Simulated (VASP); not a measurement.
VMoS3:

```
CELL_PARAMETERS angstrom
4.84294 0.00000 0.00000
0.00000 4.84294 0.00000
0.00000 0.00000 4.84294
ATOMIC_POSITIONS crystal
V 0.50000 0.50000 0.50000
Mo 0.00000 0.00000 0.00000
S 0.50000 0.00000 0.00000
S 0.00000 0.50000 0.00000
S 0.00000 0.00000 0.50000
```

The cell was built by a generator and needn't be a form met in nature.

| Property | Result |
| --- | --- |
| Program | VASP 6.6.1 |
| Task | relaxation of cell and atoms |
| Functional | PBE |
| Potentials or basis | VASP PAW PBE potentials, release 64 (V_sv, Mo_sv, S) |
| Cutoff | 520 eV |
| k mesh | 3 × 3 × 3 |
| Occupations | gaussian, width 0.15 eV |
| Spin | collinear spin, ferromagnetic start |
| Starting moments | [2.0, 1.0, 0.0, 0.0, 0.0] μB |

At the start: pressure -7.0 GPa; volume 22.72 Å³/atom.

Task: Where does the relaxation end?

Result: Over 3 steps the energy falls by 52.2 meV/atom and the volume is 20.67 Å³/atom (-9.0 %); space group Pm-3m (No. 221, to 0.05 Å); moment 4.35 μB per cell.

The path:
```tsv
step	energy change (eV)	largest force (eV/Å)	pressure (GPa)	volume (Å³)
1	0.0000	0.0000	-6.97	113.59
2	-0.1615	0.0000	5.57	98.10
3	-0.2612	0.0000	0.31	103.33
```

Final structure:
```yaml
crystal:
  lattice:
    - [4.69260, 0.00000, 0.00000]
    - [0.00000, 4.69260, 0.00000]
    - [0.00000, 0.00000, 4.69260]
  atoms:
    - { symbol: V, position: [0.50000, 0.50000, 0.50000] }
    - { symbol: Mo, position: [0.00000, 0.00000, 0.00000] }
    - { symbol: S, position: [0.50000, 0.00000, 0.00000] }
    - { symbol: S, position: [0.00000, 0.50000, 0.00000] }
    - { symbol: S, position: [0.00000, 0.00000, 0.50000] }
```

Caveat: the k mesh is coarse (spacing up to 0.43 Å⁻¹), so the values aren't converged; the relaxation stopped at a loose force limit of 0.08 eV/Å, so its end isn't a converged minimum.
